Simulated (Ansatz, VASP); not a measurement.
# Cross-check of BN between VASP and Ansatz, part 2 of 2

Aim: how closely do two programs agree when they are given the same cell, functional and k mesh? The cell is taken from a series of runs on this material, whose earlier steps may have relaxed, scaled, displaced or heated it; both programs get it as it stands.

VASP 6.6.1 and Ansatz 0.2.0.

So far: Set-up; VASP: zone-centre phonons, LDA.

## (3) Ansatz: zone-centre phonons, LDA

Level of this step: Ansatz beside VASP: Kohn-Sham DFT, plane waves, LDA (Ansatz).

Ansatz runs on its default PAW (the set named soft_2) files.

The same cell, functional (in two slightly different forms) and mesh now go to Ansatz.

File input.yaml:

```yaml
crystal:
  lattice:
    - [0.0, 1.813001, 1.813001]
    - [1.813001, 0.0, 1.813001]
    - [1.813001, 1.813001, 0.0]
  atoms:
    - { symbol: B, position: [0.0, 0.0, 0.0] }
    - { symbol: "N", position: [0.75, 0.75, 0.75] }
kpoints:
  mp_grid: { grid: [6, 6, 6] }
hamiltonian:
  xc: lda
scf:
  occupations: { method: fixed }
output:
  eigenvalues: true
basis:
  ecutwfc: 260.0
phonons:
  method: dfpt
  dielectric: true
  rigid_motions: translations
```

Launch:

```console
$ ansatz run input.yaml --threads 4 --pin off --max-ram 15360MiB --backend cpu --events-out ev --progress --plain --runs-dir out
```

Numbers of over 12 decimals in the logs are rounded to 6 here.

Output:

```text
Warning: basis.ecutwfc = 260 eV is below the records' recommended 420 eV, and the density's cutoff is lower with it unless basis.ecutrho_ratio is high enough to keep the records' density cutoff: compare with a run at a higher cutoff
Engine: ansatz 0.2.0, x86_64-unknown-linux-gnu
Pseudopotentials: kind: paw
Pseudopotential: B, paw, valence charge 3, recommended cutoff 420 eV (normal), B.paw.azcp
Pseudopotential: N, paw, valence charge 5, recommended cutoff 420 eV (normal), N.paw.azcp
Functional definition: SPW92
  exchange = slater_x
  correlation = pw_c
Crystal: 2 atoms, lattice volume = 11.919 Å³
Basis set: ecut = 260 eV, 113 PW (Γ), exchange–correlation on 30×30×30 points (8 copies of the dense FFT grid, shifted against one another)
Bands: 8, of which v1, the nominal top of the filled ones, is band 4 counted from 1 (3 counted from 0)
Symmetry: 24 space group operations
k-points: 46 of 216 (irreducible under 4 space group operations, time reversal used)
Non-local potential: B, projectors of the file, l = 0: 2, l = 1: 2, l = 2: 1
Non-local potential: N, projectors of the file, l = 0: 2, l = 1: 2, l = 2: 1
PAW form: soft (Blöchl's): semilocal exchange-correlation on the pseudo side does not see the compensation charge
PAW frozen core: B, regenerated for the run's functional, and the local potential with it (the file was generated under x = pbe(κ = 0.804, μ = 0.219515), c = pbe(β = 0.066725))
PAW frozen core: N, regenerated for the run's functional, and the local potential with it (the file was generated under x = pbe(κ = 0.804, μ = 0.219515), c = pbe(β = 0.066725))
PAW one-centre angular grid: B, 110 points (default); XC on 64 Gauss nodes
PAW one-centre angular grid: N, 110 points (default); XC on 64 Gauss nodes
Initial density: superposition of atomic densities (neutral atoms: chi_scale 0, normalization atom), corrected by the library's trained network
Initial wavefunctions: pseudopotential atomic-orbital guess
Functional: x = slater, c = lda
SCF iter   1: F=—  HF=-525.539640 eV  |F-HF|=—  |Δ(HF+E_count)|=         —  Δρ=3.24e-2  dr2=5.60e-2  ethr=1.77e-3  ⟨swp⟩=3.4  Hψ=2065  notcnv=0  defer=72
preconditioner: auto → none  [insulator: Δε(μ)=4.114 eV  Ē_g=19.775 eV  n_scr=0 (ndim 8)  ℏωp=30.4 eV  f_vac=0.000  ε∞_Penn≈3.4]
SCF iter   2: F=—  HF=-525.521110 eV  |F-HF|=—  |Δ(HF+E_count)|=   1.85e-2  Δρ=1.17e-2  dr2=6.81e-3  ethr=7.00e-4  ⟨swp⟩=2.7  Hψ=973  notcnv=0  defer=76
SCF iter   3: F=—  HF=-525.519899 eV  |F-HF|=—  |Δ(HF+E_count)|=   1.21e-3  Δρ=5.87e-3  dr2=6.54e-4  ethr=8.52e-5  ⟨swp⟩=2.7  Hψ=545  notcnv=0  defer=83
SCF iter   4: F=—  HF=-525.519966 eV  |F-HF|=—  |Δ(HF+E_count)|=   6.66e-5  Δρ=6.99e-4  dr2=9.01e-6  ethr=8.17e-6  ⟨swp⟩=3.0  Hψ=653  notcnv=0  defer=83
SCF iter   5: F=—  HF=-525.519971 eV  |F-HF|=—  |Δ(HF+E_count)|=   4.88e-6  Δρ=4.38e-5  dr2=4.28e-8  ethr=1.13e-7  ⟨swp⟩=1.0  Hψ=368  notcnv=0
SCF iter   6: F=—  HF=-525.519970 eV  |F-HF|=—  |Δ(HF+E_count)|=   1.06e-6  Δρ=2.81e-6  dr2=3.81e-10  ethr=5.35e-10  ⟨swp⟩=2.1  Hψ=496  notcnv=0
SCF iter   7: F=-525.519970 eV  HF=-525.519970 eV  |F-HF|=1.71e-12  |Δ(HF+E_count)|=  6.62e-11  Δρ=1.88e-7  dr2=2.15e-12  ethr=1.25e-12  ⟨swp⟩=5.3  Hψ=1446  notcnv=0
SCF 1 converged in 7 iterations: F = -525.519970 eV  dr2 = 2.15e-12
  greatest PAW one-centre occupation: 0.778 electrons in one spin orbital (limit 2), on the N atom at site 1 (counted from 0), in its partial waves of l = 0
NSCF: frozen V_eff on 2 k-points
DFPT response loops at Γ: preconditioner auto → none (the input reference at scf.mixing.eps_inf says where Resta's filter doesn't serve); β = 0.50; Broyden in place of MSR1
── the response to a field inside a basis, on 6×6×6 k-points: an SCF that follows is theirs, and a resumed run solves both again ──
Bands: 5, of which v1, the nominal top of the filled ones, is band 4 counted from 1 (3 counted from 0)
k-points: 28 of 216 (irreducible under 6 space group operations, time reversal used)
Initial density: handed on by an earlier stage of this run
Initial wavefunctions: pseudopotential atomic-orbital guess (no wavefunctions were taken with the density)
Eigensolver: Dense (28 Hₖ)
SCF iter   1: F=—  HF=-526.333449 eV  |F-HF|=—  |Δ(HF+E_count)|=         —  Δρ=2.63e-2  dr2=2.87e-2  ethr=1.00e-1
preconditioner: auto → none  [insulator: Δε(μ)=5.215 eV  Ē_g=16.215 eV  n_scr=0 (ndim 8)  ℏωp=30.4 eV  f_vac=0.000  ε∞_Penn≈4.5]
SCF iter   2: F=—  HF=-526.323914 eV  |F-HF|=—  |Δ(HF+E_count)|=   9.53e-3  Δρ=9.86e-3  dr2=4.75e-3  ethr=3.59e-4
SCF iter   3: F=—  HF=-526.322993 eV  |F-HF|=—  |Δ(HF+E_count)|=   9.21e-4  Δρ=5.01e-3  dr2=4.96e-4  ethr=5.93e-5
SCF iter   4: F=—  HF=-526.322944 eV  |F-HF|=—  |Δ(HF+E_count)|=   4.87e-5  Δρ=1.34e-3  dr2=3.49e-5  ethr=6.21e-6
SCF iter   5: F=—  HF=-526.322943 eV  |F-HF|=—  |Δ(HF+E_count)|=   1.20e-6  Δρ=1.73e-4  dr2=5.60e-7  ethr=4.37e-7
SCF iter   6: F=-526.322943 eV  HF=-526.322943 eV  |F-HF|=3.15e-10  |Δ(HF+E_count)|=   6.85e-8  Δρ=1.11e-5  dr2=2.24e-9  ethr=7.00e-9
SCF 1 converged in 6 iterations: F = -526.322943 eV  dr2 = 2.24e-9
  greatest PAW one-centre occupation: 0.779 electrons in one spin orbital (limit 2), on the N atom at site 1 (counted from 0), in its partial waves of l = 0
DFPT response loops at Γ: mixed as the last ones told, above
WARN: field response: ε∞ stands inside a basis, on 6×6×6 points; the force constants stand on the 6×6×6 k-mesh, whose period is 12.92 times the interband length at k = (0.0000, -0.5000, -0.5000), direct gap 9.209 eV, under 14: take them and everything formed from them as unconverged, and compare with a denser kpoints.mp_grid
SCF converged after 7 iterations
Free energy (F): -525.519970 eV
Harris-Foulkes:  -525.519970 eV  (|F-HF|=1.71e-12)
Internal energy: -525.519970 eV  (E = F + TS)
E sigma→0 (E₀):  -525.519970 eV
Fermi energy:    10.815368 eV
--- Per-component energies (eV) ---
  E_band       = 24.061559
  E_kinetic    = 187.280816
  E_local      = -175.373510  (includes V_loc(G=0)·N_el)
  E_nonlocal   = 54.983466
  E_hartree    = 48.209391
  E_xc         = -93.444809
  E_vxc        = -116.711382  (∫ρ·V_xc dr)
  E_paw        = -190.005283  (= ΣΔE_a)
  E_vpaw       = -22.537949  (= ΣTr[D̂ρ^β])
  E_aug_tail   = 0.001322  (compensation charges beyond the density's cutoff)
  E_ewald      = -357.297240
  E_core_change = 0.125878  (= ΣΔE_core)
  E_smearing   = -0.000000  (= −TS)
  E_closure    = 0.000000  (closes the sum)
  Σ components = -525.519970   (vs F -525.519970, Δ=0.00e0)
--- Band table (eV; the first three rows and the last of 46) ---
  k-point 0: bands = ["-9.2580", "10.8154", "10.8154", "10.8154", "19.5929", "19.5929", "19.5929", "20.9059"]
  k-point 1: bands = ["-8.5907", "7.7910", "10.2080", "10.2080", "19.9726", "20.4957", "20.4957", "22.8385"]
  k-point 2: bands = ["-6.7413", "2.9880", "9.2567", "9.2567", "20.5768", "21.3369", "21.3369", "25.2335"]
  k-point 45: bands = ["-3.9226", "1.9188", "4.8204", "6.3138", "20.1883", "22.4272", "25.7440", "27.0149"]
--- Phonons (Γ-DFPT): 2 representative perturbations + reference, on 46 of 216 k-points (Σ response iterations 6) ---
  k mesh reduced under 4 symmetry operations, with k and −k counted as one. Each operation leaves every solved perturbation unchanged. A smaller set is not considered because the run solves the response to a homogeneous field
  ASR residual: 1.524e-4 → 0.000e0 eV/Å²; symmetrization residual: 5.553e-7 eV/Å²
  ASR residual per site (eV/Å²): 1.60e-6 1.52e-4
  Γ frequencies (cm⁻¹): 0.00 0.00 0.00 1089.12 1089.12 1089.12
  ε∞ (high-frequency dielectric tensor):
        4.599802     0.000000     0.000000
        0.000000     4.599802     0.000000
        0.000000     0.000000     4.599802
  ε⁰ (static dielectric tensor: ions relaxed, cell fixed):
        6.602249     0.000000    -0.000000
        0.000000     6.602249    -0.000000
       -0.000000    -0.000000     6.602249
  ε⁰ − ε∞ (ionic part):
        2.002447     0.000000    -0.000000
        0.000000     2.002447    -0.000000
       -0.000000    -0.000000     2.002447
  softest optical mode at Γ: 1089.12 cm⁻¹; the repairs (sum rule, projections) moved no ω² at Γ by more than (1.74 cm⁻¹)²
  Born effective charges Z* (e; rows j = field, columns β = displacement):
    site 0:
         1.87356    0.00000    0.00000
         0.00000    1.87356    0.00000
        -0.00000    0.00000    1.87356
    site 1:
        -1.87356   -0.00000   -0.00000
        -0.00000   -1.87356   -0.00000
         0.00000   -0.00000   -1.87356
  Z* charge neutrality: 4.131e-2 e pre-enforcement
  solved inside a basis spanned on kpoints, on 6×6×6 k-points, its susceptibility summed on 10×10×10: ε∞ is read to err by 2.6e-2, Z* by 4.1e-2 e (field_mesh: kpoints solves on kpoints); Z* is corrected for what the basis lacks
  optical modes at Γ without the LO–TO term, one row a degenerate level:
      ω (cm⁻¹)  modes    IR ((D/Å)²/amu)
       1089.12      3            39.8194
  optical modes at Γ + LO–TO along q̂ = [1.0000, 0.0000, 0.0000]:
      ω (cm⁻¹)  modes    IR ((D/Å)²/amu)
       1089.12      2            26.5463
       1304.82      1            13.2731
  optical modes at Γ + LO–TO along q̂ = [0.0000, 1.0000, 0.0000]:
      ω (cm⁻¹)  modes    IR ((D/Å)²/amu)
       1089.12      2            26.5463
       1304.82      1            13.2731
  optical modes at Γ + LO–TO along q̂ = [0.0000, 0.0000, 1.0000]:
      ω (cm⁻¹)  modes    IR ((D/Å)²/amu)
       1089.12      2            26.5463
       1304.82      1            13.2731
```

## (4) Comparison

Known differences besides the potentials themselves: the two LDA forms differ slightly; fixed occupations in Ansatz, narrow Gaussian smearing in VASP; VASP's response is taken on the typed mesh, Ansatz refines its own for the field response alone; the cutoff is 260 eV in Ansatz and 600 eV in VASP; VASP's log shows a relativistic correction to its local exchange, Ansatz's none; Ansatz's log warns that its cutoff lies below the recommended one. Total energies have different zeros and are not compared.

Compared:

```
                                    quantity  Ansatz    VASP  difference
                                       ε∞ xx    4.60    4.70     -2.17 %
                                       ε∞ yy    4.60    4.70     -2.17 %
                                       ε∞ zz    4.60    4.70     -2.17 %
Born charge of B1 (mean of the diagonal) (e)    1.87    1.91       -0.03
Born charge of N2 (mean of the diagonal) (e)   -1.87   -1.91       +0.03
                  optical mode 1 to 3 (cm⁻¹)  1089.1  1021.9     +6.58 %
```

Modes are paired by rising frequency, not by their patterns, so a pair may set unlike modes beside each other; they are those without the splitting of longitudinal modes.

## (5) Outcome

```yaml
r_m_s_difference_of_the_optical_zone_centre_modes_each_program_s_sorted_by_frequency_zone_centre_phonons_lda: 67 cm⁻¹
difference_in_optical_mode_1_to_3_zone_centre_phonons_lda: +6.6 %
```

In words: The r.m.s. difference of the optical zone-centre modes, each program's sorted by frequency is 67 cm⁻¹ (zone-centre phonons, LDA). Among the rows given in per cent, the largest difference of the zone-centre phonons, LDA pair is in optical mode 1 to 3, +6.6 %. Ansatz's own log doubts the convergence of its zone-centre phonons, LDA run, which may account for the difference. How closely two codes agree says nothing of how well the functional describes the real material.

[Lines on the potential files, build, host, timing and source positions are cut from VASP's logs without a mark.]

[Logs are printed without paths, hosts, clocks, repeated set-up lines and the standing remarks that a program may print on its own settings, such as how far it seeks lower states.]

[Hosts, paths, dates, database ids (printed as entryN), source tags and the programs' standing remarks are cut or masked in the printed files.]
